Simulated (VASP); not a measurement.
VASP input:

### INCAR
```
! general
SYSTEM   = C
PREC     = Accurate
ENCUT    = 520   ! plane-wave cut-off (eV)
LREAL    = .FALSE.
LASPH    = .TRUE.   ! aspherical one-centre terms

! electronic loop
EDIFF    = 1E-6   ! SCF stop (eV)
NELM     = 100   ! most electronic steps
ALGO     = Normal   ! blocked Davidson

! smearing
ISMEAR   = 0   ! Gaussian
SIGMA    = 0.05

! functional
GGA      = ML
LUSE_VDW = .TRUE.
AGGAC    = 0.0
ZAB_VDW  = -1.8867

! ions
IBRION   = 2   ! conjugate gradients
NSW      = 60   ! most ionic steps
ISIF     = 3
EDIFFG   = -0.01   ! ionic stop

! output
LWAVE    = .FALSE.
LCHARG   = .FALSE.
```

### POSCAR
```
C
1.0
  0.0000000000   1.7835000000   1.7835000000
  1.7835000000   0.0000000000   1.7835000000
  1.7835000000   1.7835000000   0.0000000000
C
2
direct
  0.0000000000   0.0000000000   0.0000000000
  0.2500000000   0.2500000000   0.2500000000
```

KPOINTS:
```
Automatic mesh
0
Gamma
11 11 11
0 0 0
```

POTCAR, in this order: C (PBE.64 set). Program: vasp_std.

### Question
Write an equivalent input for Quantum ESPRESSO's pw.x.

### Answer
One equivalent input (not run):
```
&CONTROL
  calculation = 'vc-relax'
  pseudo_dir = './pseudo'
  outdir = './out'
  tprnfor = .true.
  tstress = .true.
  nstep = 60
  forc_conv_thr = 0.00039
/
&SYSTEM
  ibrav = 0
  nat = 2
  ntyp = 1
  ecutwfc = 82
  occupations = 'smearing'
  smearing = 'gaussian'
  degauss = 0.003675
  input_dft = 'vdw-df2'
/
&ELECTRONS
  conv_thr = 7.3e-08
  electron_maxstep = 100
/
&IONS
/
&CELL
/
ATOMIC_SPECIES
  C 12.011 C.upf
CELL_PARAMETERS angstrom
     0.0000000    1.7835000    1.7835000
     1.7835000    0.0000000    1.7835000
     1.7835000    1.7835000    0.0000000
ATOMIC_POSITIONS crystal
  C    0.0000000  0.0000000  0.0000000
  C    0.2500000  0.2500000  0.2500000
K_POINTS automatic
  11 11 11 0 0 0
```
Limits of the translation: the potentials are each code's own (VASP's PAW set, PseudoDojo norm-conserving files in pw.x), so ENCUT and ecutwfc are chosen apart and not converted; conv_thr bounds pw.x's estimated SCF error, while EDIFF bounds the energy change between steps; forc_conv_thr acts on force components and is met together with etot_conv_thr.

The compound is C in the diamond structure. This run relaxes it. Symmetry was kept, so distortions that lower it aren't found.
